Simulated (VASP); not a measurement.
BAs (space group P6_3mc): computed properties

The numbers are results of LDA (Ceperley-Alder, Perdew-Zunger), VASP's LDA PAW potentials (set 64) (plane waves; VASP), not measurements.

| Item | Result |
|---|---|
| space group | P6_3mc (186) |
| cell | a = 3.3358 Å, b = 3.3358 Å, c = 5.5231 Å, α = 90.00°, β = 90.00°, γ = 120.00° |
| volume per atom | 13.31 Å³/atom |
| band gap (over mesh and band path) | 1.05 eV |
| smallest direct gap (over mesh and band path) | 2.29 eV |
| band-edge character without spin-orbit coupling | indirect, Γ to M |
| band gap with spin-orbit coupling | 0.98 eV |
| density | 5.35 g/cm³ |
| optical Γ-point spectrum | 133 (×2), 316, 673 (×2), 693, 700 (×2), 714 cm⁻¹ |

```cif
data_As2B2
_chemical_formula_sum 'B2 As2'
_space_group_name_H-M_alt 'P63mc'
_space_group_IT_number 186
_space_group_name_Hall 'P 6c -2c'
_cell_length_a 3.33584
_cell_length_b 3.33584
_cell_length_c 5.52311
_cell_angle_alpha 90.000
_cell_angle_beta 90.000
_cell_angle_gamma 120.000
loop_
_atom_site_label
_atom_site_type_symbol
_atom_site_symmetry_multiplicity
_atom_site_Wyckoff_symbol
_atom_site_fract_x
_atom_site_fract_y
_atom_site_fract_z
_atom_site_occupancy
B1 B 2 b 0.33333 0.66667 0.37456 1
As1 As 2 b 0.33333 0.66667 0.00044 1
```

The structure comes from a computed database's BAs entry (P6_3mc); how it stands against other phases isn't given here. It was relaxed first. Symmetry was kept, so distortions that lower it aren't found.
